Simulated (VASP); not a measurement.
Energy against volume of SrTiO₃ (cubic perovskite). Level of theory: optB86b-vdW, VASP's PBE PAW potentials (set 64) (plane waves; VASP 6.6.1). Numerical set-up: 520 eV cut-off, 6×6×6 Γ-centred mesh, Gaussian smearing of 0.050 eV, potentials Sr_sv Ti_sv O.

```tsv
V (Å³/atom)	E (eV/atom)
11.281	-6.17991
11.641	-6.20123
12.001	-6.20812
12.361	-6.20277
```

Fit these four points and predict the energy of the run at 12.721 Å³/atom.

A cubic in V^(−2/3), the third-order Birch-Murnaghan form, passes through the four points with V0 = 12.01 Å³/atom and B0 = 180 GPa, and gives -6.1870 eV/atom there. The run gave -6.1870 eV/atom, -0.0 meV/atom from the fit; all five points give B0 = 180 GPa.

The compound is SrTiO3 in the cubic perovskite structure, the ideal cubic form; the compound distorts at low or room temperature. It was relaxed first.
